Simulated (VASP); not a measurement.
A VASP calculation is set up with these files.

### INCAR
```
# general
SYSTEM  = MgO
PREC    = Accurate
ENCUT   = 620
LREAL   = F
LASPH   = T

# electronic loop
EDIFF   = 1E-6
NELM    = 100
ALGO    = Normal
LMIXTAU = T

# smearing
ISMEAR  = 0
SIGMA   = 0.05

# functional
METAGGA = R2SCAN

# ions
IBRION  = 2
NSW     = 40
ISIF    = 3
EDIFFG  = -0.02
PSTRESS = 450

# output
LWAVE   = F
LCHARG  = F
```

File KPOINTS:
```
Automatic mesh
0
Gamma
11 11 11
0 0 0
```

### POSCAR
```
MgO
1
   -0.0000000000     1.9745094037     1.9745094037
    1.9745094037     0.0000000000     1.9745094037
    1.9745094037     1.9745094037     0.0000000000
Mg O
1 1
Direct
  0.0000000000   0.0000000000   0.0000000000
  0.5000000000   0.5000000000   0.5000000000
```

POTCAR, in this order: Mg O (PBE.64 set). Program: vasp_std.

Q: Translate this r2SCAN calculation to Ansatz.

A: One equivalent input (not run):
Ansatz 0.2 input:
```yaml
crystal:
  lattice:
    - [0.0000000, 1.9745094, 1.9745094]
    - [1.9745094, 0.0000000, 1.9745094]
    - [1.9745094, 1.9745094, 0.0000000]
  atoms:
    - { symbol: Mg, position: [0.0000000, 0.0000000, 0.0000000] }
    - { symbol: O, position: [0.5000000, 0.5000000, 0.5000000] }
kpoints:
  mp_grid: { grid: [11, 11, 11] }
hamiltonian:
  xc: r2scan
  pseudopotentials: { kind: paw }
scf:
  occupations: { method: gaussian, width: 0.05 }
  max_iter: 100
relax:
  max_steps: 40
  f_tol: 0.02
  cell: { p_target: 45 }
output: { forces: true, stress: true, eigenvalues: true }
```
The two are equivalent in intent, not identical: each code has its own PAW files, so the cut-off isn't converted (ENCUT is set for VASP's; basis.ecutwfc is left out, and Ansatz then takes the one that its files recommend); Ansatz stops its SCF on the density residual and VASP on the energy change (EDIFF).

The compound is MgO in the rock salt structure. It was relaxed first under an external pressure of 45 GPa.
